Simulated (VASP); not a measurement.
Data:

```
SrCl2
1.0
    0.00000     3.34099     3.34099
    3.34099     0.00000     3.34099
    3.34099     3.34099     0.00000
Sr Cl
1 2
Cartesian
  0.00000   0.00000   0.00000
  1.67049   1.67049   1.67049
  5.01148   5.01148   5.01148
```

All values below come from PBEsol GGA, VASP's PBE PAW potentials (set 64) (plane waves; VASP). Numerical set-up: 500 eV cut-off, 6×6×6 Γ-centred mesh, Gaussian smearing of 0.050 eV, potentials Sr_sv Cl.

Energy and stress use the plane-wave basis of the starting cell.

Task: The ions, cell shape and volume at an external pressure of 10.0 GPa are relaxed. Which structure does the run end with?

Result: 
```
SrCl2
1.0
    0.00000     3.26169     3.26169
    3.26169     0.00000     3.26169
    3.26169     3.26169     0.00000
Sr Cl
1 2
Direct
  0.00000   0.00000   0.00000
  0.25000   0.25000   0.25000
  0.75000   0.75000   0.75000
```
Space group Fm-3m (225), at a tolerance of 0.03 Å.

Task: How do energy and volume change from the first to the last step?

Result: The energy (σ→0) changes by +79.2 meV/atom and the volume by -7.0 %, in 3 ionic steps.

The compound is SrCl2 in the fluorite structure. This run relaxes it under an external pressure of 10 GPa. Symmetry was kept, so distortions that lower it aren't found.
